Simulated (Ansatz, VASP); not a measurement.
## Sc3TaO3 in VASP and in Ansatz

INCAR

```
SYSTEM = Sc3TaO3
ALGO     = Normal         ! electronic algorithm
EDIFF    = 1E-6           ! SCF threshold, eV
EDIFFG   = -0.01          ! ionic threshold
ENCUT    = 600            ! plane-wave cutoff, eV
GGA      = PE             ! functional
IBRION   = 2              ! ionic algorithm
ISIF     = 3              ! what is computed and relaxed
ISMEAR   = 0              ! smearing method
LASPH    = .True.         ! aspherical terms in the spheres
LCHARG   = .False.        ! write CHGCAR
LREAL    = .False.        ! projectors in reciprocal space
LWAVE    = .False.        ! write WAVECAR
NELM     = 100            ! most SCF steps
NSW      = 100            ! ionic steps
PREC     = Accurate       ! precision mode
SIGMA    = 0.1            ! smearing width, eV
```

Contents of KPOINTS:

```
k-points
0
Gamma
  8 8 8
  0 0 0
```

File POSCAR:

```
Sc3TaO3
1.0
    4.4671651170      0.0000000000      0.0000000000
    0.0000000000      4.4671651170      0.0000000000
    0.0000000000      0.0000000000      4.4671651170
Sc Ta O
3 1 3
Direct
    0.0000000000      0.5000000000      0.0000000000
    0.0000000000      0.0000000000      0.5000000000
    0.5000000000      0.0000000000      0.0000000000
    0.5000000000      0.5000000000      0.5000000000
    0.5000000000      0.0000000000      0.5000000000
    0.5000000000      0.5000000000      0.0000000000
    0.0000000000      0.5000000000      0.5000000000
```

Input for Ansatz:

```yaml
crystal:
  lattice:
    - [4.467165117, 0.0, 0.0]
    - [0.0, 4.467165117, 0.0]
    - [0.0, 0.0, 4.467165117]
  atoms:
    - { symbol: Sc, position: [0.0, 0.5, 0.0] }
    - { symbol: Sc, position: [0.0, 0.0, 0.5] }
    - { symbol: Sc, position: [0.5, 0.0, 0.0] }
    - { symbol: Ta, position: [0.5, 0.5, 0.5] }
    - { symbol: O, position: [0.5, 0.0, 0.5] }
    - { symbol: O, position: [0.5, 0.5, 0.0] }
    - { symbol: O, position: [0.0, 0.5, 0.5] }
basis:
  ecutwfc: 420
kpoints:
  mp_grid: { grid: [8, 8, 8] }
hamiltonian:
  xc: pbe
scf:
  occupations: { method: gaussian, width: 0.1 }
output:
  forces: true
  stress: true
  eigenvalues: true
relax:
  adjacent_minimum: "off"
  f_tol: 0.01
  max_steps: 80
  cell: { stress_tol: 0.05 }
```

Change from the starting cell: species swapped into the LiCu3O3 type (Pm-3m, No. 221).

Alike in both runs: task relaxation of cell and atoms; functional PBE; k mesh 8 × 8 × 8; occupations gaussian, width 0.1 eV; no spin polarisation.

```csv
,VASP,Ansatz
version,VASP 6.6.1,Ansatz 0.2.0
potentials or method,"VASP PAW PBE potentials, release 64 (Sc_sv, Ta_pv, O)","scalar-relativistic, plane waves, PAW"
plane-wave cutoff (eV),600,420
valence electrons in the cell,62,64
```

VASP gave:

```
gap on the k mesh at the Fermi level, each at its own relaxed structure (eV) : none
relaxed volume (Å³/atom)                                                     : 12.77
relaxed cell length with the largest relative difference (Å)                 : 4.471
```

Problem. Estimate Ansatz's values.

Solution. gap on the k mesh at the Fermi level, each at its own relaxed structure (eV): none; relaxed volume (Å³/atom): 12.72; relaxed cell length with the largest relative difference (Å): 4.466.

A gap of «none» marks a metal or a gap that the smearing closes. The two sets of potentials don't hold the same shells in valence.

The runs have no spin-orbit coupling, so splittings on Ta are missing.
